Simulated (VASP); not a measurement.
```
CELL_PARAMETERS angstrom
      3.76457     0.00000     0.00000
      0.00000     3.76457     0.00000
      0.00000     0.00000     4.74368
ATOMIC_POSITIONS crystal
  Ca 0.50000 0.00000 0.23680
  Ca 0.00000 0.50000 0.76320
  O  0.00000 0.00000 0.00000
  O  0.50000 0.50000 0.00000
```

Level of theory: PBE GGA, VASP's PBE PAW potentials (set 64) (plane waves; VASP 6.6.1). Settings: 520 eV cut-off, 7×7×6 Γ-centred mesh, Gaussian smearing of 0.050 eV, potentials Ca_sv O.

Gaps are read on the run's mesh, which can miss a band edge.

Problem. What does the run give for the energy per atom (σ→0), pressure, band gap (on the k-mesh) with the smallest direct gap where there is one?

Solution. 
The band gap (on the k-mesh) comes out as none (metal, semimetal or under 0.01 eV). The energy per atom (σ→0) is -5.499 eV/atom and the pressure comes out as 9.20 GPa.

The absolute energy has meaning only against runs of the same code, potentials and settings.

The structure was generated: CaO was put into the litharge type (P4/nmm), which need not be its known phase. The cell was not relaxed at this level. The run is one of a series of settings (KPOINTS 7×7×6 Γ-centred mesh against the base run), some of them coarse on purpose.
